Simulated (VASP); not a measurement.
Input:

```yaml
crystal:
  lattice:
    - [4.00168, 0.00000, 0.00000]
    - [0.00000, 4.00168, 0.00000]
    - [0.00000, 0.00000, 4.00971]
  atoms:
    - { symbol: Ba, position: [0.00000, 0.00000, 0.99601] }
    - { symbol: Ti, position: [0.50000, 0.50000, 0.50139] }
    - { symbol: O, position: [0.50000, 0.50000, 0.98697] }
    - { symbol: O, position: [0.00000, 0.50000, 0.48981] }
    - { symbol: O, position: [0.50000, 0.00000, 0.48981] }
```

Level of theory: MS2 meta-GGA, VASP's PBE PAW potentials (set 64) (plane waves; VASP 6.6.1). Run with 520 eV cut-off, 6×6×6 Γ-centred mesh, tetrahedra with Blöchl corrections, potentials Ba_sv Ti_sv O.

Unless said otherwise, spin-orbit coupling is left out, though it shifts the bands of the heavy elements here.

**Question.** Give the energies of bands 12 to 23 at the high-symmetry points, in eV from the valence-band maximum.

**Answer.** 
| band | Γ | X | M | Z | R | A |
|---|---|---|---|---|---|---|
| 12 | -2.42 | -4.09 | -4.41 | -4.09 | -4.41 | -4.59 |
| 13 | -2.41 | -2.86 | -4.06 | -2.85 | -4.06 | -3.92 |
| 14 | -2.41 | -2.86 | -3.94 | -2.85 | -3.93 | -3.92 |
| 15 | -1.15 | -2.03 | -2.70 | -1.97 | -2.71 | -2.44 |
| 16 | -1.15 | -1.95 | -2.70 | -1.94 | -2.68 | -2.44 |
| 17 | -1.13 | -1.84 | -1.84 | -1.85 | -1.82 | -2.44 |
| 18 | -0.21 | -1.79 | -0.92 | -1.85 | -0.91 | -0.02 |
| 19 | -0.21 | -0.81 | -0.92 | -0.76 | -0.91 | -0.02 |
| 20 | -0.21 | -0.79 | -0.09 | -0.76 | -0.11 | 0.00 |
| 21 | 2.10 | 2.30 | 3.87 | 2.26 | 3.87 | 4.55 |
| 22 | 2.14 | 3.85 | 3.87 | 3.85 | 3.87 | 4.55 |
| 23 | 2.14 | 3.86 | 4.31 | 3.85 | 4.30 | 4.55 |

The gap is indirect, 2.10 eV, from the valence maximum at A to the conduction minimum at Γ.

The compound is BaTiO3 in the tetragonal perovskite structure. It was relaxed first.
